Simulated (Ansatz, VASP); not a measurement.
Given: the input of a run of VASP 6.6.1 on SrMg6Mn.

File INCAR:

```
PREC = Accurate
ENCUT = 520
EDIFF = 1E-7
ISMEAR = -1
SIGMA = 0.05
LREAL = False
LASPH = True
NELM = 120
ALGO = Normal
ISIF = 2
LWAVE = False
LCHARG = False
ISPIN = 2
MAGMOM = 0 4 0 0 0 0 0 0
LORBIT = 11
LMAXMIX = 4
GGA = PE
NBANDS = 32
```

KPOINTS

```
regular mesh
0
Gamma
  5 5 5
```

The input POSCAR:

```
SrMg6Mn
1.0
    5.0948380000      0.0000000000      0.0000000000
    0.0000000000      3.2698605000      5.6536340000
    0.0000000000     -3.2698605000      5.6536340000
Sr Mn Mg
1 1 6
Direct
    0.0067820000      0.3307320000      0.3353480000
   -0.0015070000      0.8493060000      0.8458360000
    0.5078910000      0.1383550000      0.1562390000
    0.5031170000      0.6815240000      0.6769140000
    0.5017850000      0.6912950000      0.1337760000
    0.4995160000      0.1426970000      0.6859080000
   -0.0031070000      0.8349320000      0.3283090000
   -0.0006090000      0.3291630000      0.8327600000
```

Potentials or basis: VASP PAW PBE potentials, release 64 (Sr_sv, Mn_pv, Mg).

Command:

```sh
$ cat potpaw_PBE.64/Sr_sv/POTCAR potpaw_PBE.64/Mn_pv/POTCAR potpaw_PBE.64/Mg/POTCAR > POTCAR
$ mpirun -np 1 vasp_std > vasp.out
```

Q: Set up the same calculation for Ansatz 0.2.0. Potentials there: Ansatz PAW.

A: As run (the cutoff follows the program's own potentials):

Contents of input.yaml:

```yaml
crystal:
  lattice:
    - [5.094838, 0.0, 0.0]
    - [0.0, 3.2698605, 5.653634]
    - [0.0, -3.2698605, 5.653634]
  atoms:
    - { symbol: Sr, position: [0.006782, 0.330732, 0.335348] }
    - { symbol: Mn, position: [-0.001507, 0.849306, 0.845836], spin: 4.0 }
    - { symbol: Mg, position: [0.507891, 0.138355, 0.156239] }
    - { symbol: Mg, position: [0.503117, 0.681524, 0.676914] }
    - { symbol: Mg, position: [0.501785, 0.691295, 0.133776] }
    - { symbol: Mg, position: [0.499516, 0.142697, 0.685908] }
    - { symbol: Mg, position: [-0.003107, 0.834932, 0.328309] }
    - { symbol: Mg, position: [-0.000609, 0.329163, 0.83276] }
hamiltonian:
  xc: pbe
  pseudopotentials: { kind: paw }
magnetization:
  spin_polarized: true
kpoints:
  mp_grid: { grid: [5, 5, 5] }
scf:
  occupations: { method: fermi_dirac, width: 0.05 }
output:
  forces: true
  stress: true
  eigenvalues: true
```

Potentials or basis: Ansatz PAW.

Run with:

```sh
$ ansatz run input.yaml --threads 4 --pin off --max-ram 10240MiB --backend cpu --events-out ev --progress --plain --runs-dir out
```

Both were run:

|  | VASP | Ansatz | Ansatz less VASP |
| --- | --- | --- | --- |
| gap on the k mesh at the Fermi level (eV) | none | none | - |
| pressure (GPa) | 2.2 | 2.3 | +0.05 |
| largest component of the traceless stress (GPa) | 0.19 | 0.18 | -0.005 |
| rms of the force components (eV/Å) | 0.113 | 0.113 | 0.0000 |
| net moment per atom (μB) | 0.48 | 0.48 | 0.000 |
| size of the moment on the site where the two differ most (μB) | 3.78 | 3.91 | +0.128 |

Site moments also hang on the region over which each program counts them. Atom by atom the forces differ by 0.001 eV/Å (rms over components). A gap of «none» marks a metal or a gap that the smearing closes. The two sets of potentials don't hold the same shells in valence.
